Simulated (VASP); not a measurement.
Given:

```
CELL_PARAMETERS angstrom
      3.74198     0.00000     0.00000
     -1.87099     3.24065     0.00000
      0.00000     0.00000     3.25811
ATOMIC_POSITIONS crystal
  Ga 0.00000 0.00000 0.00000
  As 0.66667 0.33333 0.50000
```

Level of theory: r2SCAN meta-GGA, VASP's PBE PAW potentials (set 64) (plane waves; VASP). Run with 400 eV cut-off, 13×13×13 Γ-centred mesh, tetrahedra with Blöchl corrections, potentials Ga_d As.

Problem. Give the energies of bands 7 to 12 at the high-symmetry points, in eV from the Fermi level.

Solution. 
```csv
band,Γ,M,K,A,L,H
7,-0.70,-7.97,-7.85,-8.41,-5.77,-4.92
8,-0.67,-2.56,-5.07,1.20,-4.61,-4.39
9,-0.67,0.67,2.11,1.20,-3.54,-3.88
10,-0.09,1.76,5.26,4.03,0.09,-2.05
11,4.50,6.39,5.81,4.57,3.03,-0.03
12,4.50,6.67,6.17,5.17,4.38,8.37
```

It has no gap at this level: it comes out as a metal or semimetal.

The structure was generated: GaAs was put into the WC type (P-6m2), which need not be its known phase. It was relaxed first, which changed the volume by +14 %.
